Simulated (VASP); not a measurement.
Energy against volume of Hf (hcp). Level of theory: PBE GGA, VASP's PBE PAW potentials (set 64) (plane waves; VASP). Run with 520 eV cut-off, 13×13×7 Γ-centred mesh, first-order Methfessel-Paxton smearing of 0.10 eV, potentials Hf_pv.

Shape and ions are relaxed at each volume.

```json
[
 {"V (Å³/atom)": "21.784", "E (eV/atom)": "-9.91745"},
 {"V (Å³/atom)": "22.457", "E (eV/atom)": "-9.92477"},
 {"V (Å³/atom)": "23.131", "E (eV/atom)": "-9.91826"},
 {"V (Å³/atom)": "23.805", "E (eV/atom)": "-9.89961"}
]
```

Question: Fit these four points and predict the energy of the run at 21.110 Å³/atom.

Answer: A cubic in V^(−2/3), the third-order Birch-Murnaghan form, passes through the four points with V0 = 22.46 Å³/atom and B0 = 109 GPa, and gives -9.8943 eV/atom there. The run gave -9.8944 eV/atom, -0.1 meV/atom from the fit; all five points give B0 = 109 GPa.

The compound is Hf in the hcp structure. It was relaxed first.
